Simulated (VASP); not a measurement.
Consider the following.

```xyz
10
Lattice="2.8399 0.0000 0.0000 0.0000 4.0162 0.0000 0.0000 0.0000 24.6793" Properties=species:S:1:pos:R:3 pbc="T T T"
Al     1.4200     0.0000     8.3133
Al     1.4200     2.0081    10.3336
Al     1.4200     0.0000    12.3396
Al     1.4200     2.0081    14.3457
Al     1.4200     0.0000    16.3660
Fe     0.0000     2.0081     8.3363
Fe     2.8399     4.0162    10.3352
Fe     0.0000     2.0081    12.3396
Fe     0.0000     0.0000    14.3441
Fe     0.0000     2.0081    16.3429
```

These are r2SCAN meta-GGA, VASP's PBE PAW potentials (set 64) (plane waves; VASP 6.6.1) values and carry that method's errors. Numerical set-up: PREC = Normal, 400 eV cut-off, 10×7×1 Γ-centred mesh, first-order Methfessel-Paxton smearing of 0.10 eV, potentials Al Fe.

Predict the energy per atom (σ→0), band gap (on the k-mesh) with the smallest direct gap where there is one.

```yaml
band gap (on the k-mesh): none (metal, semimetal or under 0.01 eV)
energy per atom (σ→0): -10268 meV/atom
```

The absolute energy has meaning only against runs of the same code, potentials and settings.

The cell is a thin slab with vacuum, built from FeAl (CsCl type): (110) face. The run is not spin-polarised, so no magnetic state was tried.
